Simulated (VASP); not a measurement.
```
O2Si
1.0
    5.01589     0.00000     0.00000
    0.00000     5.01589     0.00000
    0.00000     0.00000     6.97626
Si O
4 8
Cartesian
  3.50683   3.50683   3.48813
  4.01700   0.99889   5.23220
  1.50905   1.50905   0.00000
  0.99889   4.01700   1.74407
  4.48115   3.81891   2.22975
  3.70492   1.97321   3.97382
  0.53474   1.19698   5.71788
  1.31097   3.04268   0.48568
  1.97321   3.70492   3.00245
  1.19698   0.53474   1.25838
  3.04268   1.31097   6.49058
  3.81891   4.48115   4.74652
```

Method: PBEsol GGA, VASP's PBE PAW potentials (set 64) (plane waves; VASP). Run with 520 eV cut-off, Gaussian smearing of 0.050 eV, potentials Si O.

**Question.** Estimate the band gap (along the path) with the smallest direct gap where there is one.

**Answer.** 
```
Property                                Value
------------------------------------  -------
band gap (along the path)             5.56 eV
smallest direct gap (along the path)  5.56 eV
```

The absolute energy has meaning only against runs of the same code, potentials and settings.

The structure comes from a computed database's SiO2 entry (P4_12_12), a phase known from measurement. It was relaxed first.
